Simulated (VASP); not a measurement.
Computed with PBEsol GGA, VASP's PBE PAW potentials (set 64) (plane waves; VASP 6.6.1).

VASP input:

POSCAR:
```
PbS
1
    0.0000000000     2.9499783817     2.9499783817
    2.9499783817     0.0000000000     2.9499783817
    2.9499783817     2.9499783817     0.0000000000
Pb S
1 1
Direct
  0.0000000000   0.0000000000   0.0000000000
  0.5000000000   0.5000000000   0.5000000000
```

File KPOINTS:
```
Automatic mesh
0
Gamma
18 18 18
0 0 0
```

### INCAR
```
! general
SYSTEM  = PbS
PREC    = Accurate
ENCUT   = 400
LREAL   = .FALSE.
LASPH   = .TRUE.
NBANDS  = 42

! electronic loop
EDIFF   = 1E-7
NELM    = 100
ALGO    = Normal
LMAXMIX = 4

! smearing
ISMEAR  = 0
SIGMA   = 0.01

! functional
GGA     = PS

! output
LWAVE   = .FALSE.
LCHARG  = .FALSE.
NEDOS   = 1001

! other
LOPTICS = .TRUE.
CSHIFT  = 0.1
```

POTCAR, in this order: Pb_d S (PBE.64 set). Program: vasp_std.

Q: What will the output report for the number of irreducible k-points (NKPTS), largest plane-wave count, number of space-group operations, FFT grid (NGX, NGY, NGZ)?

A: 
The number of irreducible k-points (NKPTS) comes out as 195 and the largest plane-wave count is 950. The number of space-group operations is 48. The FFT grid (NGX, NGY, NGZ) is 28 × 28 × 28.

The compound is PbS in the rock salt structure. It was relaxed first.
